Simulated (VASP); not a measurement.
Computed with PBEsol GGA, VASP's PBE PAW potentials (set 64) (plane waves; VASP).

Input for VASP

**KPOINTS**
```
Automatic mesh
0
Gamma
12 12 12
0 0 0
```

**POSCAR**
```
RuAl
1.0
  2.9749525989   0.0000000000   0.0000000000
  0.0000000000   2.9749525989   0.0000000000
  0.0000000000   0.0000000000   2.9749525989
Al Ru
1 1
Cart
  1.4874762994   1.4874762994   1.4874762994
  0.0000000000   0.0000000000   0.0000000000
```

INCAR:
```
SIGMA = 0.1
ISMEAR = 1
LMAXMIX = 4   # l cut-off of mixed one-centre charges
LWAVE = .FALSE.
PREC = Accurate
IBRION = 2   # conjugate gradients
GGA = PS
ALGO = Normal   # blocked Davidson
LCHARG = .FALSE.
NELM = 100   # most electronic steps
EDIFFG = -0.02   # ionic stop
LREAL = .FALSE.   # projection in real space or not
EDIFF = 1E-6   # SCF stop (eV)
ENCUT = 500   # plane-wave cut-off (eV)
ISIF = 3   # ions, shape and volume
LASPH = .TRUE.
NSW = 40
SYSTEM = RuAl
```

POTCAR, in this order: Al Ru_pv (PBE.64 set). Program: vasp_std.

### Question
What will the output report for the number of irreducible k-points (NKPTS), largest plane-wave count, number of space-group operations, FFT grid (NGX, NGY, NGZ)?

### Answer

```yaml
number of irreducible k-points (NKPTS): 84
largest_plane_wave_count: 691
number_of_space_group_operations: 48
FFT grid (NGX, NGY, NGZ): 24 × 24 × 24
```

The compound is RuAl in the CsCl type structure. It was relaxed first. The electron count is odd and the run is not spin-polarised, which forces a metal.
